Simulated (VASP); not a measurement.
# CaHg4Pd3 (P1) in VASP: single point with PBEsol

Aim: the single point of CaHg4Pd3 with PBEsol.

Program: VASP 6.6.1. These are calculated values, not measurements. Logs are shortened: lines on timing, memory, paths and dates and some standing lists are left out, and cuts for length are marked.

### Step 1. The structure

The typed cell holds 16 atoms: a = 6.735 Å, b = 6.801 Å, c = 6.986 Å, α = 88.54°, β = 89.14°, γ = 90.55°.

The cell was built by a generator and needn't be a form met in nature.

### Step 2. Single point, PBEsol

The input, INCAR:

```
PREC = Accurate ; ENCUT = 520
EDIFF = 1E-6 ; ISMEAR = -1
SIGMA = 0.1 ; LREAL = Auto
LASPH = T ; NELM = 80
ALGO = Fast ; ISIF = 2
LWAVE = F ; LCHARG = T
GGA = PS ; LELF = T
LVHAR = T ; NBANDS = 102
```

The input, KPOINTS:

```
Automatic mesh
0
Gamma
  3 3 3
  0 0 0.5
```

The input, POSCAR:

```
CaHg4Pd3
1.0
    6.7349200000     -0.0329140000      0.0514610000
   -0.0329140000      6.7998690000      0.0879820000
    0.0514610000      0.0879820000      6.9851200000
Ca Pd Hg
2 6 8
Direct
    0.9862900000      0.0186940000      0.9954890000
    0.5159210000      0.5263120000      0.5004240000
    0.2655250000      0.0002830000      0.4962520000
    0.4717010000      0.7430190000      0.0225590000
    0.7871440000      0.0072130000      0.4968230000
    0.5240970000      0.2446110000      0.9616070000
    0.0230900000      0.4836450000      0.7415880000
    0.0130090000      0.4846980000      0.2579710000
    0.2480120000      0.2293610000      0.2521690000
    0.2587050000      0.7446560000      0.7772800000
    0.7490570000      0.7311210000      0.2648720000
    0.7278310000      0.2570550000      0.7370690000
    0.8031530000      0.7769570000      0.7601280000
    0.7615620000      0.2344900000      0.2520770000
    0.2628350000      0.2215220000      0.7431270000
    0.2560330000      0.7641520000      0.2683780000
```

Potentials or basis: VASP PAW PBE potentials, release 64 (Ca_sv, Pd, Hg).

Launch:

```
$ cat potpaw_PBE.64/Ca_sv/POTCAR potpaw_PBE.64/Pd/POTCAR potpaw_PBE.64/Hg/POTCAR > POTCAR
$ mpirun -np 1 vasp_std > vasp.out
```

OUTCAR:

```text
PREC = Accurate
   ENCUT = 520
   EDIFF = 1E-6
   ISMEAR = -1
   LREAL = Auto
   LASPH = T
   NELM = 80
   ISIF = 2
   GGA = PS

 ion  position               nearest neighbor table
   1  0.986  0.019  0.995-  13 2.66  14 2.78  15 2.87   9 2.92  12 2.99  10 3.05  11 3.10  16 3.15

   2  0.516  0.526  0.500-  11 2.62  12 2.84  16 2.88  10 3.01  15 3.12  14 3.14  13 3.18   9 3.25

   3  0.266  0.000  0.496-   9 2.29  16 2.29  15 2.32  10 2.59   5 3.22
   4  0.472  0.743  0.023-  16 2.24  10 2.25  11 2.54  13 2.87   6 3.44
   5  0.787  0.007  0.497-  14 2.28  13 2.39  12 2.45  11 2.52   3 3.22
   6  0.524  0.245  0.962-  12 2.07  15 2.35  14 2.60   9 2.73   4 3.44
   7  0.023  0.484  0.742-  10 2.39  15 2.42  13 2.50  12 2.51   8 3.38
   8  0.013  0.485  0.258-   9 2.36  14 2.39  11 2.46  16 2.50   7 3.38
   9  0.248  0.229  0.252-   3 2.29   8 2.36   6 2.73   1 2.92  16 3.16   2 3.25  14 3.28  15 3.43
                            14 3.46  15 3.56  16 3.64
  10  0.259  0.745  0.777-   4 2.25   7 2.39   3 2.59   2 3.01   1 3.05  13 3.08  15 3.25  16 3.44
                            16 3.55  15 3.57  13 3.67
  11  0.749  0.731  0.265-   8 2.46   5 2.52   4 2.54   2 2.62   1 3.10  16 3.33  14 3.38  16 3.42
                            14 3.42  13 3.51  13 3.54
  12  0.728  0.257  0.737-   6 2.07   5 2.45   7 2.51   2 2.84   1 2.99  15 3.14  13 3.31  14 3.40
                            13 3.58  14 3.61  15 3.61
  13  0.803  0.777  0.760-   5 2.39   7 2.50   1 2.66   4 2.87  10 3.08   2 3.18  12 3.31  11 3.51
                            11 3.54  12 3.58  10 3.67
  14  0.762  0.234  0.252-   5 2.28   8 2.39   6 2.60   1 2.78   2 3.14   9 3.28  11 3.38  12 3.40
                            11 3.42   9 3.46  12 3.61
  15  0.263  0.222  0.743-   3 2.32   6 2.35   7 2.42   1 2.87   2 3.12  12 3.14  10 3.25   9 3.43
                             9 3.56  10 3.57  12 3.61
  16  0.256  0.764  0.268-   4 2.24   3 2.29   8 2.50   2 2.88   1 3.15   9 3.16  11 3.33  11 3.42
                            10 3.44  10 3.55   9 3.64

  LATTYP: Found a triclinic cell.
 ALAT       =     9.5251251302
 B/A-ratio  =     0.7070980101
 C/A-ratio  =     1.0364977750
 COS(alpha) =     0.0039430710
 COS(beta)  =     0.5074509726
 COS(gamma) =     0.7002245620

  Lattice vectors:

 A1 = (  -6.7020060000,  -6.7669550000,  -0.1394430000)
 A2 = (  -6.7349200000,   0.0329140000,  -0.0514610000)
 A3 = (  -0.0185470000,  -6.8878510000,  -7.0731020000)

Analysis of symmetry for initial positions (statically):
=====================================================================
 Subroutine PRICEL returns:
 Original cell was already a primitive cell.

 Routine SETGRP: Setting up the symmetry group for a
 triclinic supercell.

 Subroutine GETGRP returns: Found  1 space group operations
 (whereof  1 operations were pure point group operations)
 out of a pool of  2 trial point group operations.

The static configuration has the point symmetry C_1 .

Analysis of symmetry for dynamics (positions and initial velocities):
=====================================================================
 Subroutine PRICEL returns:
 Original cell was already a primitive cell.

 Routine SETGRP: Setting up the symmetry group for a
 triclinic supercell.

 Subroutine GETGRP returns: Found  1 space group operations
 (whereof  1 operations were pure point group operations)
 out of a pool of  2 trial point group operations.

The dynamic configuration has the point symmetry C_1 .

 Subroutine INISYM returns: Found  1 space group operations
 (whereof  1 operations are pure point group operations),
 and found     1 'primitive' translations

----------------------------------------------------------------------------------------

                                     Primitive cell

  volume of cell :     319.8166

  direct lattice vectors                    reciprocal lattice vectors
     6.734920000 -0.032914000  0.051461000     0.148491875  0.000733032 -0.001103207
    -0.032914000  6.799869000  0.087982000     0.000733032  0.147089246 -0.001858082
     0.051461000  0.087982000  6.985120000    -0.001103207 -0.001858082  0.143192995

  length of vectors
     6.735197026  6.800517817  6.985863617     0.148497782  0.147102808  0.143209299

  position of ions in fractional coordinates (direct lattice)
[... 47 lines left out ...]
     0.049497292  0.000244344 -0.000367736     0.333333333 -0.000000000  0.000000000
     0.000244344  0.049029749 -0.000619361     0.000000000  0.333333333 -0.000000000
    -0.000367736 -0.000619361  0.047730998    -0.000000000 -0.000000000  0.333333333

  Length of vectors
     0.049499261  0.049034269  0.047736433

  Shift w.r.t. Gamma in fractional coordinates (k-lattice)
     0.000000000  0.000000000  0.500000000

 Subroutine IBZKPT returns following result:
 ===========================================

 Found     14 irreducible k-points:

 Following reciprocal coordinates:
            Coordinates               Weight
 -0.000000  0.000000  0.166667      2.000000
  0.333333 -0.000000  0.166667      2.000000
 -0.333333  0.000000  0.166667      2.000000
  0.000000  0.333333  0.166667      2.000000
  0.333333  0.333333  0.166667      2.000000
 -0.333333  0.333333  0.166667      2.000000
 -0.000000 -0.333333  0.166667      2.000000
  0.333333 -0.333333  0.166667      2.000000
 -0.333333 -0.333333  0.166667      2.000000
 -0.000000  0.000000  0.500000      1.000000
  0.333333 -0.000000  0.500000      2.000000
 -0.000000  0.333333  0.500000      2.000000
  0.333333  0.333333  0.500000      2.000000
 -0.333333  0.333333  0.500000      2.000000
   k-points           NKPTS =     14   k-points in BZ     NKDIM =     14   number of bands    NBANDS=    102
   number of dos      NEDOS =    301   number of ions     NIONS =     16
   total plane-waves  NPLWV = 145800
   dimension x,y,z NGX =    50 NGY =   54 NGZ =   54
   dimension x,y,z NGXF=   100 NGYF=  108 NGZF=  108
   ions per type =               2   6   8
   NGX,Y,Z   is equivalent  to a cutoff of  12.34, 13.20, 12.85 a.u.
   NGXF,Y,Z  is equivalent  to a cutoff of  24.68, 26.40, 25.70 a.u.
 SYSTEM =  unknown system
   PREC   = accura    normal or accurate (medium, high low for compatibility)
   ISTART =      0    job   : 0-new  1-cont  2-samecut
   ICHARG =      2    charge: 1-file 2-atom 10-const
   ISPIN  =      1    spin polarized calculation?
   LNONCOLLINEAR =      F non collinear calculations
   LSORBIT =      F    spin-orbit coupling
   LASPH  =      T    aspherical Exc in radial PAW
   ENCUT  =  520.0 eV  38.22 Ry    6.18 a.u.  12.52 12.64 12.99*2*pi/ulx,y,z
   NELM   =     80;   NELMIN=  2; NELMDL= -5     # of ELM steps
   EDIFF  = 0.1E-05   stopping-criterion for ELM
   LREAL  =      T    real-space projection
   EDIFFG = 0.1E-04   stopping-criterion for IOM
   NSW    =      0    number of steps for IOM
   IBRION =     -1    ionic relax: 0-MD 1-quasi-New 2-CG
   NFREE  =      0    steps in history (QN), initial steepest desc. (CG)
   ISIF   =      2    stress and relaxation
   ISYM   =      2    0-nonsym 1-usesym 2-fastsym
   POTIM  = 0.5000    time-step for ionic-motion
   TEBEG  =    0.0;   TEEND  =   0.0 temperature during run
   PSTRESS=    0.0 pullay stress
   NELECT =     176.0000    total number of electrons
   NUPDOWN=      -1.0000    fix difference up-down
   EMIN   =  10.00;   EMAX   =-10.00  energy-range for DOS
   EFERMI =   0.00;   METHOD = LEGACY
   ISMEAR =    -1;   SIGMA  =   0.10  broadening in eV -4-tet -1-fermi 0-gaus
   EFERMI_NEDOS =   21; number of points for ismear=-14 and -15
   IALGO  =     68    algorithm
   IMIX   =      4    mixing-type and parameters
     AMIX     =   0.40;   BMIX     =  1.00
     AMIX_MAG =   1.60;   BMIX_MAG =  1.00
  volume/ion in A,a.u.               =      19.99       134.89
  Fermi-wavevector in a.u.,A,eV,Ry     =   1.341566  2.535192 24.487760  1.799800
  Thomas-Fermi vector in A             =   2.469789
   LORBIT       =      0    0 simple, 1 ext, 2 COOP (PROOUT), +10 PAW based schemes
   GGA     = PS    functional components
   LHFCALC =     F    Hartree Fock is set to
   AEXX    =    0.0000 exact exchange contribution
   IVDW    =     0    specifies the selected vdW correction
   LEPSILON=     F    determine dielectric tensor
   LRPA    =     F    only Hartree local field effects (RPA)
 non-spin polarized calculation
 RMM-DIIS sequential band-by-band and
  energy-cutoff  :      520.00
  volume of cell :      319.82
 maximum number of plane-waves:      8646
 NGX is ok and might be reduce to    50
   NGX = 25   NGY = 25   NGZ = 25

 number of electron     176.0000009 magnetization

 Free energy of the ion-electron system (eV)
  ---------------------------------------------------
  ext. energy  EPLUGINS =         0.00000000
  ---------------------------------------------------
  free energy    TOTEN  =       -31.07532919 eV

  energy without entropy =      -30.85047920  energy(sigma->0) =      -30.96290419

 E-fermi :   5.2642     XC(G=0): -11.4274

 val. band max:        5.2458428033   @ k =  -0.0000   0.0000   0.5000
 cond. band min:       5.2829873531   @ k =   0.3333  -0.3333   0.1667
 fundamental gap:      0.0371445498
 Fermi energy:         5.2642150102

 k-point     1 :      -0.0000    0.0000    0.1667
  band No.  band energies     occupation
      1     -36.2988      2.00000
      2     -36.1496      2.00000
      3     -17.5359      2.00000
      4     -17.4592      2.00000
      5     -17.4325      2.00000
      6     -17.4023      2.00000
[... 1431 lines left out ...]
     99       7.9659      0.00000
    100       8.0709      0.00000
 [bands above 100 left out]

------------------------ aborting loop because EDIFF is reached ----------------------------------------

  FORCE on cell =-STRESS in cart. coord.  units (eV):
  Direction    XX          YY          ZZ          XY          YZ          ZX
  --------------------------------------------------------------------------------------
  -------------------------------------------------------------------------------------
  Total       59.8886399     60.8597810     81.7175611     -1.4047173      0.9585636     -6.1573493
  in kB      300.0226825    304.8877849    409.3785053     -7.0371784      4.8020929    -30.8463253
  external PRESSURE =     338.0963242 kB  Pullay stress =       0.0000000 kB

 VOLUME and BASIS-vectors are now :
 -----------------------------------------------------------------------------
  energy-cutoff  :      520.00
  volume of cell :      319.82
      direct lattice vectors                 reciprocal lattice vectors
     6.734920000 -0.032914000  0.051461000     0.148491875  0.000733032 -0.001103207
    -0.032914000  6.799869000  0.087982000     0.000733032  0.147089246 -0.001858082
     0.051461000  0.087982000  6.985120000    -0.001103207 -0.001858082  0.143192995

 POSITION                                       TOTAL-FORCE (eV/Angst)
 -----------------------------------------------------------------------------------
      6.69320      0.18224      7.00601         0.506778      0.194853      0.593570
      3.48312      3.60590      3.56838        -0.953460     -0.625558      0.792579
      1.81382      0.03685      3.48007         0.493772     -2.284604      3.509393
      3.15357      5.03889      0.24722         7.305476     -0.457947     -1.162369
      5.32668      0.06685      3.51151         0.997373     -2.077262      0.845216
      3.57119      1.73068      6.76543        -6.744056      0.002748     12.395174
[... 8 lines left out ...]
      1.80112      1.56305      5.22385        -0.915170      0.998730      0.714054
      1.71302      5.21132      1.95506        -3.685967     -1.841426      1.161112
 -----------------------------------------------------------------------------------
    total drift:                                0.006494      0.004330      0.000417

  FREE ENERGIE OF THE ION-ELECTRON SYSTEM (eV)
  ---------------------------------------------------
  free  energy   TOTEN  =       -31.0753291886 eV

  energy  without entropy=      -30.8504791966  energy(sigma->0) =      -30.96290419
```

Run time: 13 min. Hardware: 1 thread of Intel Xeon 6975P-C (Granite Rapids), shared host; peak memory 0.54 GiB.

Results:

```
Free energy            : -31.0753 eV
Pressure               : 33.8 GPa
Largest force          : 14.111 eV/Å
Band gap on the k mesh : none (metal or under the smearing width)
```

Forces in eV/Å, atoms in the order of the input:
```
Ca   0.507  0.195  0.594
Ca  -0.953 -0.626  0.793
Pd   0.494 -2.285  3.509
Pd   7.305 -0.458 -1.162
Pd   0.997 -2.077  0.845
Pd  -6.744  0.003 12.395
Pd  -1.590 -0.808 -0.549
Pd   0.285  2.179  0.102
Hg   2.411  1.295 -3.591
Hg  -1.749  1.518 -3.541
Hg   0.299  1.147 -1.143
Hg   7.906  0.821 -8.870
Hg  -1.702 -1.798  1.703
Hg  -2.865  1.735 -2.959
Hg  -0.915  0.999  0.714
Hg  -3.686 -1.841  1.161
```

Levels at points of the mesh, in eV from the Fermi level:
```csv
k point,band 85,band 86,band 87,band 88,band 89,band 90,band 91,band 92
"(0.00, 0.00, 0.50)",-0.72,-0.62,-0.42,-0.39,-0.02,0.11,0.59,0.63
```

Caveat: a pressure of tens of GPa on the cell as given is suspect, and the run, the potentials or the cell itself is likely at fault; the PAW data sets were made with another functional, which shifts forces and pressure a little. Spin-orbit coupling is left out, which matters for the levels of Hg.
